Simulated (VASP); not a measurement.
An input for Quantum ESPRESSO's pw.x (written as the equivalent of a VASP run, and not itself run):

```
&CONTROL
  calculation = 'scf'
  pseudo_dir = './pseudo'
  outdir = './out'
  tprnfor = .true.
  tstress = .true.
/
&SYSTEM
  ibrav = 0
  nat = 2
  ntyp = 2
  ecutwfc = 84
  occupations = 'tetrahedra'
  input_dft = 'pbe'
  vdw_corr = 'grimme-d3'
  dftd3_version = 4
  dftd3_threebody = .false.
/
&ELECTRONS
  conv_thr = 7.3e-09
  electron_maxstep = 100
/
ATOMIC_SPECIES
  Al 26.982 Al.upf
  N 14.007 N.upf
CELL_PARAMETERS angstrom
    -0.0000000    2.1851818    2.1851818
     2.1851818    0.0000000    2.1851818
     2.1851818    2.1851818   -0.0000000
ATOMIC_POSITIONS crystal
  Al   0.0000000  0.0000000  0.0000000
  N    0.2500000  0.2500000  0.2500000
K_POINTS automatic
  12 12 12 0 0 0
```

Task: Write the VASP files for the same calculation (PBE-D3(BJ)).

Result: This is not unique; one that fits is 
### KPOINTS
```
Automatic mesh
0
Gamma
12 12 12
0 0 0
```

File POSCAR:
```
AlN
1.0
  0.0000000000   2.1851817746   2.1851817746
  2.1851817746   0.0000000000   2.1851817746
  2.1851817746   2.1851817746   0.0000000000
Al N
1 1
direct
  0.0000000000   0.0000000000   0.0000000000
  0.2500000000   0.2500000000   0.2500000000
```

### INCAR
```
LREAL  =  .False.   # projection in real space or not
ALGO  =  Normal   # blocked Davidson
EDIFF  =  1E-7   # SCF stop (eV)
GGA  =  PE
LORBIT  =  11
LASPH  =  .True.   # aspherical one-centre terms
NEDOS  =  601
PREC  =  Accurate
LCHARG  =  .True.
NELM  =  100   # most electronic steps
IVDW  =  12   # D3, Becke-Johnson
ISIF  =  2   # forces and stress, cell fixed
SYSTEM  =  AlN
ISMEAR  =  -5   # tetrahedra, Bloechl
ENCUT  =  520   # plane-wave cut-off (eV)
LWAVE  =  .False.
```

POTCAR, in this order: Al N (PBE.64 set). Program: vasp_std.

What does not carry over: the potentials are each code's own (VASP's PAW set, PseudoDojo norm-conserving files in pw.x), so ENCUT and ecutwfc are chosen apart and not converted; conv_thr bounds pw.x's estimated SCF error, while EDIFF bounds the energy change between steps.

The compound is AlN in the zinc blende structure, a metastable form; wurtzite is the usual one. It was relaxed first.
